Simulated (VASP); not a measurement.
Given:

```
CdF2
1.0
    0.00000     2.72655     2.72655
    2.72655     0.00000     2.72655
    2.72655     2.72655     0.00000
Cd F
1 2
Direct
  0.00000   0.00000   0.00000
  0.25000   0.25000   0.25000
  0.75000   0.75000   0.75000
```

These are PBE GGA with D3 dispersion (Becke-Johnson damping), VASP's PBE PAW potentials (set 64) (plane waves; VASP) values and carry that method's errors. Settings: 520 eV cut-off, Gaussian smearing of 0.050 eV, potentials Cd F.

Give the energies of bands 3 to 14 at the high-symmetry points, in eV from the valence-band maximum.

```json
[
 {"band": "3", "Γ": "-5.52", "X": "-5.28", "U": "-5.11", "L": "-5.21", "W": "-4.97"},
 {"band": "4", "Γ": "-5.52", "X": "-4.67", "U": "-4.78", "L": "-5.21", "W": "-4.67"},
 {"band": "5", "Γ": "-5.52", "X": "-4.67", "U": "-4.52", "L": "-4.39", "W": "-4.64"},
 {"band": "6", "Γ": "-4.46", "X": "-4.36", "U": "-4.50", "L": "-4.39", "W": "-4.53"},
 {"band": "7", "Γ": "-4.46", "X": "-4.21", "U": "-4.40", "L": "-4.22", "W": "-4.53"},
 {"band": "8", "Γ": "-0.88", "X": "-3.05", "U": "-3.27", "L": "-2.63", "W": "-3.37"},
 {"band": "9", "Γ": "-0.88", "X": "-2.77", "U": "-2.38", "L": "-2.12", "W": "-2.51"},
 {"band": "10", "Γ": "-0.88", "X": "-2.77", "U": "-2.24", "L": "-1.71", "W": "-1.45"},
 {"band": "11", "Γ": "-0.54", "X": "-0.43", "U": "-0.87", "L": "-1.71", "W": "-1.45"},
 {"band": "12", "Γ": "-0.54", "X": "-0.09", "U": "-0.31", "L": "-0.42", "W": "-0.52"},
 {"band": "13", "Γ": "-0.54", "X": "-0.09", "U": "-0.20", "L": "-0.42", "W": "0.00"},
 {"band": "14", "Γ": "2.94", "X": "7.71", "U": "7.66", "L": "6.90", "W": "7.77"}
]
```

The gap is indirect, 2.94 eV, from the valence maximum at W to the conduction minimum at Γ.

Measured: gap 7.80 eV (computed value off by -4.86 eV), as given by Giancarlo Cappellini et al., Physical Review B (2013), arXiv:1302.2571.

The compound is CdF2 in the fluorite structure. It was relaxed first.
